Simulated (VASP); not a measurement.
Level of theory: PBE GGA, VASP's PBE PAW potentials (set 64) (plane waves; VASP).

The input files of a VASP run:

**INCAR**
```
! general
SYSTEM =CdSe
PREC   =Accurate
ENCUT  =520
LREAL  =.False.
LASPH  =.True.

! electronic loop
EDIFF  =1E-6
NELM   =100
ALGO   =Normal
LMAXMIX=4

! smearing
ISMEAR =0
SIGMA  =0.05

! functional
GGA    =PE

! ions
IBRION =2
NSW    =60
ISIF   =3
EDIFFG =-0.02

! output
LWAVE  =.False.
LCHARG =.False.
```

### POSCAR
```
CdSe
1
    2.1987433553    -3.8083349518    -0.0000000000
    2.1987433553     3.8083349518     0.0000000000
    0.0000000000     0.0000000000     7.1587187456
Cd Se
2 2
Direct
  0.6666670000   0.3333330000   0.5001055166
  0.3333330000   0.6666670000   0.0001055166
  0.6666670000   0.3333330000   0.8758944834
  0.3333330000   0.6666670000   0.3758944834
```

KPOINTS:
```
Automatic mesh
0
Gamma
5 5 3
0 0 0
```

POTCAR, in this order: Cd Se (PBE.64 set). Program: vasp_std.

Output of the run:

**OSZICAR**
```
       N       E                     dE             d eps       ncg     rms          rms(c)
DAV:   1     0.241326256485E+03    0.24133E+03   -0.17193E+04   440   0.147E+03
DAV:   2     0.165094238734E+01   -0.23968E+03   -0.23380E+03   500   0.342E+02
DAV:   3    -0.116406474479E+02   -0.13292E+02   -0.13251E+02   506   0.814E+01
DAV:   4    -0.117581875108E+02   -0.11754E+00   -0.11749E+00   512   0.762E+00
DAV:   5    -0.117592389273E+02   -0.10514E-02   -0.10514E-02   536   0.653E-01    0.804E+00
DAV:   6    -0.110120068332E+02    0.74723E+00   -0.17067E+00   530   0.124E+01    0.636E+00
DAV:   7    -0.109808034887E+02    0.31203E-01   -0.56353E-01   494   0.410E+00    0.262E+00
DAV:   8    -0.109801774825E+02    0.62601E-03   -0.58602E-02   464   0.265E+00    0.353E-01
DAV:   9    -0.109799974373E+02    0.18005E-03   -0.94581E-03   530   0.120E+00    0.114E-01
DAV:  10    -0.109801639889E+02   -0.16655E-03   -0.10180E-03   488   0.372E-01    0.791E-02
DAV:  11    -0.109802915769E+02   -0.12759E-03   -0.32553E-04   482   0.122E-01    0.241E-02
DAV:  12    -0.109802591220E+02    0.32455E-04   -0.14212E-04   536   0.118E-01    0.738E-03
DAV:  13    -0.109802629255E+02   -0.38035E-05   -0.20196E-05   458   0.257E-02    0.862E-03
DAV:  14    -0.109802624659E+02    0.45960E-06   -0.12116E-06   382   0.663E-03
   1 F= -.10980262E+02 E0= -.10980262E+02  d E =-.109803E+02
```

**OUTCAR**
```
------------------------ aborting loop because EDIFF is reached ----------------------------------------
  FORCE on cell =-STRESS in cart. coord.  units (eV):
  Direction    XX          YY          ZZ          XY          YZ          ZX
  --------------------------------------------------------------------------------------
  Total       -0.0785331     -0.0785331      0.0224484      0.0000000      0.0000000      0.0000000
  in kB       -1.0495142     -1.0495140      0.3000000      0.0000000      0.0000000      0.0000000
  external PRESSURE =      -0.5996761 kB  Pullay stress =       0.0000000 kB
  volume of cell :      119.89
      direct lattice vectors                 reciprocal lattice vectors
     2.198743355 -3.808334952  0.000000000     0.227402620 -0.131290973  0.000000000
     2.198743355  3.808334952  0.000000000     0.227402620  0.131290973  0.000000000
     0.000000000  0.000000000  7.158718746     0.000000000  0.000000000  0.139689801
  FREE ENERGIE OF THE ION-ELECTRON SYSTEM (eV)
  ---------------------------------------------------
  free  energy   TOTEN  =       -10.9802624659 eV

  energy  without entropy=      -10.9802624659  energy(sigma->0) =      -10.98026247

 reached required accuracy - stopping structural energy minimisation
```
(Selected blocks of OUTCAR.)

The compound is CdSe in the wurtzite structure. It was relaxed first, which changed the volume by +7 %. The start is the result of an earlier pass.
